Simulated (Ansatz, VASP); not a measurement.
**Sc3InC: VASP beside Ansatz**

Wanted: the spread between two codes on one cell, functional and k mesh. The cell is taken from a series of runs on this material, whose earlier steps may have relaxed, scaled, displaced or heated it; both programs get it as it stands.

Program: Ansatz 0.2.0. Level of theory: plane waves, with VASP 6.6.1 beside it; relaxation of cell and atoms at PBEsol and zone-centre phonons at PBEsol. Results are calculated unless marked as measured.

## Step 1: Starting point

The structure is cubic, space group Pm-3m (No. 221). The conventional cell has a = 4.503 Å, b = 4.503 Å, c = 4.503 Å, α = 90.00°, β = 90.00°, γ = 90.00°. Sc has 2 C at 2.25 Å and 8 Sc at 3.18 Å and 4 In at 3.18 Å nearest. In has 12 Sc at 3.18 Å nearest. Nearest to C lie 6 Sc at 2.25 Å. Farther neighbours are not listed.

## Step 2: Ansatz: relaxation of cell and atoms, PBEsol

Ansatz runs on its PAW soft_1 files.

The relaxed volume is the usual yardstick between codes: in a stiff, nearly cubic crystal its relative difference is about their pressure difference at one cell divided by the bulk modulus.

Input file input.yaml:

```yaml
crystal:
  lattice:
    - [4.5026798491, 0.0, 0.0]
    - [0.0, 4.5026798491, 0.0]
    - [0.0, 0.0, 4.5026798491]
  atoms:
    - { symbol: Sc, position: [0.5, 0.0, 0.5] }
    - { symbol: Sc, position: [0.0, 0.5, 0.5] }
    - { symbol: Sc, position: [0.5, 0.5, 0.0] }
    - { symbol: In, position: [0.0, 0.0, 0.0] }
    - { symbol: C, position: [0.5, 0.5, 0.5] }
kpoints:
  mp_grid: { grid: [8, 8, 8] }
hamiltonian:
  xc: pbesol
  pseudopotentials: { kind: paw, azcp: { folder: soft_1 }, xc_functional: pbe }
scf:
  occupations: { method: methfessel_paxton, width: 0.2 }
output:
  forces: true
  stress: true
  eigenvalues: true
relax:
  adjacent_minimum: "off"
  f_tol: 0.001
  max_steps: 60
  cell: { stress_tol: 0.01 }
```

Started as:

```
ansatz run input.yaml --threads 4 --pin off --max-ram 10240MiB --backend cpu --events-out ev --progress --plain --runs-dir out
```

Numbers of over 12 decimals in the logs are rounded to 6 here.

The program printed:

```text
Engine: ansatz 0.2.0, aarch64-unknown-linux-gnu
Pseudopotentials: kind: paw
Pseudopotential: Sc, paw, valence charge 11, recommended cutoff 420 eV (normal), soft_1/Sc.paw.azcp
Pseudopotential: In, paw, valence charge 13, recommended cutoff 420 eV (normal), soft_1/In.paw.azcp
Pseudopotential: C, paw, valence charge 4, recommended cutoff 420 eV (normal), soft_1/C.paw.azcp
Functional definition: PBEsol
  exchange = pbesol_x
  correlation = pbesol_c
Crystal: 5 atoms, lattice volume = 91.288 Å³
Basis set: ecut = 420 eV, 1791 PW (Γ), exchange–correlation on 64×64×64 points (8 copies of the dense FFT grid, shifted against one another)
Bands: 30, of which v1, the nominal top of the filled ones, is band 25 counted from 1 (24 counted from 0)
Symmetry: 48 space group operations
Space group: Pm-3m (ITA 221), of the structure as read, at distance tolerance 4.5e-5 Å
k-points: 35 of 512
Non-local potential: Sc, projectors of the file, l = 0: 3, l = 1: 2, l = 2: 3, l = 3: 1
Non-local potential: In, projectors of the file, l = 0: 2, l = 1: 2, l = 2: 2, l = 3: 1
Non-local potential: C, projectors of the file, l = 0: 2, l = 1: 2, l = 2: 1
PAW form: soft (Blöchl's): semilocal exchange-correlation on the pseudo side does not see the compensation charge
PAW frozen core: Sc, regenerated for the run's functional, and the local potential with it (the file was generated under x = pbe(κ = 0.804, μ = 0.219515), c = pbe(β = 0.066725))
PAW frozen core: In, regenerated for the run's functional, and the local potential with it (the file was generated under x = pbe(κ = 0.804, μ = 0.219515), c = pbe(β = 0.066725))
PAW frozen core: C, regenerated for the run's functional, and the local potential with it (the file was generated under x = pbe(κ = 0.804, μ = 0.219515), c = pbe(β = 0.066725))
PAW one-centre angular grid: Sc, 590 points (default); XC on 64 Gauss nodes
PAW one-centre angular grid: In, 590 points (default); XC on 64 Gauss nodes
PAW one-centre angular grid: C, 110 points (default); XC on 64 Gauss nodes
Initial density: superposition of atomic densities (chi_scale 0.1, normalization cell, long waves kept (reshape's long-wave potential 0.00 eV rms))
Initial wavefunctions: pseudopotential atomic-orbital guess
Functional: x = pbesol(κ = 0.804, μ = 0.123457), c = pbesol(β = 0.046)
SCF iter   1: F=—  HF=-12111.957197 eV  |F-HF|=—  |Δ(HF+E_count)|=         —  Δρ=6.48e-2  dr2=8.22e0  ethr=3.10e-3  ⟨swp⟩=4.5  Hψ=4111  notcnv=0
preconditioner: auto → Kerker (q_TF=auto, 2.468 Å⁻¹)  [metal: Δε(μ)=0.042 eV  Ē_g=8.201 eV  σ=0.200 eV  W_gap=0.18  n_scr=26 (ndim 8)  ℏωp=19.8 eV  f_vac=0.000  D(μ)=1.99/eV (n_scr^D=18)]
SCF iter   2: F=—  HF=-12110.242835 eV  |F-HF|=—  |Δ(HF+E_count)|=    1.71e0  S|Δr|=    0.00e0  Δρ=2.40e-2  dr2=1.16e0  ethr=3.10e-3  ⟨swp⟩=2.1  Hψ=1952  notcnv=0  defer=12
SCF iter   3: F=—  HF=-12109.994847 eV  |F-HF|=—  |Δ(HF+E_count)|=   2.48e-1  S|Δr|=    0.00e0  Δρ=1.22e-2  dr2=2.23e-1  ethr=2.31e-3  ⟨swp⟩=2.0  Hψ=1633  notcnv=0  defer=11
SCF iter   4: F=—  HF=-12109.928621 eV  |F-HF|=—  |Δ(HF+E_count)|=   6.62e-2  S|Δr|=    0.00e0  Δρ=1.79e-3  dr2=5.40e-3  ethr=4.47e-4  ⟨swp⟩=2.0  Hψ=1290  notcnv=0  defer=11
SCF iter   5: F=—  HF=-12109.927397 eV  |F-HF|=—  |Δ(HF+E_count)|=   1.22e-3  S|Δr|=    0.00e0  Δρ=6.96e-4  dr2=5.42e-4  ethr=1.08e-5  ⟨swp⟩=2.0  Hψ=1569  notcnv=0  defer=11
SCF iter   6: F=—  HF=-12109.927306 eV  |F-HF|=—  |Δ(HF+E_count)|=   9.04e-5  S|Δr|=    0.00e0  Δρ=1.72e-4  dr2=2.28e-5  ethr=1.08e-6  ⟨swp⟩=2.0  Hψ=1494  notcnv=0  defer=11
SCF iter   7: F=—  HF=-12109.927285 eV  |F-HF|=—  |Δ(HF+E_count)|=   2.18e-5  S|Δr|=    0.00e0  Δρ=3.97e-5  dr2=1.46e-6  ethr=4.57e-8  ⟨swp⟩=2.0  Hψ=1457  notcnv=0  defer=11
SCF iter   8: F=-12109.927284 eV  HF=-12109.927284 eV  |F-HF|=1.36e-8  |Δ(HF+E_count)|=   2.91e-7  S|Δr|=    0.00e0  Δρ=9.86e-6  dr2=8.75e-8  ethr=2.00e-10  ⟨swp⟩=5.8  Hψ=4589  notcnv=0
SCF 1 converged in 8 iterations: F = -12109.927284 eV  dr2 = 8.75e-8
  greatest PAW one-centre occupation: 0.998 electrons in one spin orbital (limit 2), on the Sc atom at site 1 (counted from 0), in its partial waves of l = 0
relax step   1: F+E_penalty+E_count = -12109.92728435 eV  Δ(F+E_penalty+E_count) = +0.000e0 eV  max|allowed force component| = 2.806e-29 eV/Å  Δτ_max = 0.0000 Å  P = -0.014 GPa  Ω = 91.288 Å³  (8 SCF iters, dr2 threshold 1.00e-7 eV, accepted)
[...]
relax step   2: F+E_penalty+E_count = -12109.92728902 eV  Δ(F+E_penalty+E_count) = -4.676e-6 eV  max|allowed force component| = 4.707e-30 eV/Å  Δτ_max = 0.0000 Å  P = +0.008 GPa  Ω = 91.269 Å³  energy of the carried Pulay correction = +4.289e-6 eV  (5 SCF iters, dr2 threshold 5.16e-10 eV, accepted)
[...]
relax step   3: F+E_penalty+E_count = -12109.92728902 eV  Δ(F+E_penalty+E_count) = -1.637e-10 eV  max|allowed force component| = 1.129e-29 eV/Å  Δτ_max = 0.0000 Å  P = +0.008 GPa  Ω = 91.269 Å³  stress off target by 7.63e-3 GPa  SCF on the basis re-selected at this cell (its energy is not comparable with the rows above)  (7 SCF iters)
basis re-selected at this cell: Δ(F+E_penalty+E_count) = -1.637e-10 eV, ΔP = -0.000 GPa vs the last step (what re-selecting the basis moved, of the pressure what is left beyond the Pulay correction that the steps carried, after the strain that the cell walked since its last selection, with what the two solves' SCF thresholds leave and, on support functions, any second-order correction that the steps lacked; it is no  [...]
SCF converged after 7 iterations
Stability not checked: this state was not tested for a lower state beside it, because cold or Methfessel-Paxton smearing, or corrected tetrahedra, fill the levels in a way that the test cannot read (fill_not_monotonic; see scf.lower_state_search)
Free energy (F): -12109.927289 eV
Harris-Foulkes:  -12109.927289 eV  (|F-HF|=3.64e-12)
Internal energy: -12109.935366 eV  (E = F + TS)
E sigma→0 (E₀):  -12109.929308 eV
Entropy (-TS):   0.008077 eV (1.615 meV/atom)
Fermi energy:    10.846431 eV
--- Per-component energies (eV) ---
  E_band       = -426.959159
  E_kinetic    = 929.572272
  E_local      = -3338.941807  (includes V_loc(G=0)·N_el)
  E_nonlocal   = 779.404484
  E_hartree    = 1235.016834
  E_xc         = -446.626101
  E_vxc        = -466.645829  (∫ρ·V_xc dr)
  E_paw        = -7133.237154  (= ΣΔE_a)
  E_vpaw       = -800.382205  (= ΣTr[D̂ρ^β])
  E_aug_tail   = 0.000276  (compensation charges beyond the density's cutoff)
  E_ewald      = -4135.768250
  E_core_change = 0.644080  (= ΣΔE_core)
  E_smearing   = 0.008077  (= −TS)
  E_closure    = -0.000000  (closes the sum)
  Σ components = -12109.927289   (vs F -12109.927289, Δ=0.00e0)
--- Forces (eV/Å), atoms counted from 1 ---
  atom   1  Sc    -0.00000000     0.00000000     0.00000000
  atom   2  Sc     0.00000000    -0.00000000     0.00000000
  atom   3  Sc    -0.00000000     0.00000000     0.00000000
  atom   4  In    -0.00000000    -0.00000000    -0.00000000
  atom   5  C     -0.00000000    -0.00000000     0.00000000
  max |Σ_I F_I| component: 2.17e-29 eV/Å
--- Stress (GPa, compression-positive) ---
        0.007634      -0.000000      -0.000000
       -0.000000       0.007634      -0.000000
       -0.000000      -0.000000       0.007634
  P = ⅓ Tr σ = 0.0076 GPa (0.076 kbar)
--- Band table (eV; the first three rows and the last of 35) ---
  k-point 0: bands = [... 21 lower, 9.8533, 10.5955, 10.5955, 10.9415, 10.9415, 10.9415, 13.4649, 13.4649, ... 1 higher]
  k-point 1: bands = [... 21 lower, 9.7940, 10.6193, 10.7117, 10.8621, 10.8621, 10.9804, 12.8413, 13.2819, ... 1 higher]
  k-point 2: bands = [... 21 lower, 9.6659, 10.0676, 10.6749, 10.6749, 11.0365, 11.0833, 12.4977, 13.3270, ... 1 higher]
  k-point 34: bands = [... 21 lower, 7.2702, 10.0050, 10.0050, 10.0050, 12.3894, 12.3894, 12.3894, 12.6537, ... 1 higher]
--- Relaxed structure (2 steps of the walk, 2 accepted, 1 SCFs on fresh bases) ---
  F+E_penalty+E_count = -12109.92728902 eV   max|allowed force component| = 1.129e-29 eV/Å   (the final SCF, on the basis selected at the relaxed cell)
  cell:  # Å, volume = 91.2691 Å³
    - [4.502371, 0, 0]
    - [0, 4.502371, 0.0]
    - [0, 0.0, 4.502371]
  atoms:
    - { symbol: Sc, position: [0.5, 0, 0.5] }
    - { symbol: Sc, position: [0, 0.5, 0.5] }
    - { symbol: Sc, position: [0.5, 0.5, 0] }
    - { symbol: In, position: [0, 0, 0] }
    - { symbol: C, position: [0.5, 0.5, 0.5] }
```

In the SCF lines HF is the Harris–Foulkes energy and dr2 the Hartree energy of the density residual, in eV; the loop may stop once dr2 is under the threshold and the program's other checks hold. Hψ counts applications of the Hamiltonian.

(Part 1 of 2 ends here.)

[Lines on the potential files, build, host, timing and source positions are cut from VASP's logs without a mark.]

[Logs are printed without paths, hosts, clocks, repeated set-up lines and the standing remarks that a program may print on its own settings, such as how far it seeks lower states.]

[Hosts, paths, dates, database ids (printed as entryN), source tags and the programs' standing remarks are cut or masked in the printed files.]
